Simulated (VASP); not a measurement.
## Pb (fcc): computed properties

Method: PBEsol GGA, VASP's PBE PAW potentials (set 64) (plane waves; VASP).

| Item | Value |
|---|---|
| space group | Fm-3m (225) |
| cell | a = b = c = 4.928 Å, α = β = γ = 90.00° |
| volume per atom | 29.93 Å³/atom |
| band gap (over mesh and band path) | none (metal, semimetal or under 0.01 eV) |
| density | 11.50 g/cm³ |

```
CELL_PARAMETERS angstrom
      0.00000     2.46425     2.46425
      2.46425     0.00000     2.46425
      2.46425     2.46425     0.00000
ATOMIC_POSITIONS crystal
  Pb 0.00000 0.00000 0.00000
```

Measured: a 4.902 Å at 0 K (computed value off by +0.5 %), as given by Gábor I. Csonka et al., Physical Review B (2009), arXiv:0903.4037 [low-temperature or extrapolated to 0 K; zero-point anharmonic expansion removed]. Unless said otherwise, spin-orbit coupling is left out, though it shifts the bands of the heavy elements here.

The compound is Pb in the fcc structure. It was relaxed first. Symmetry was kept, so distortions that lower it aren't found.
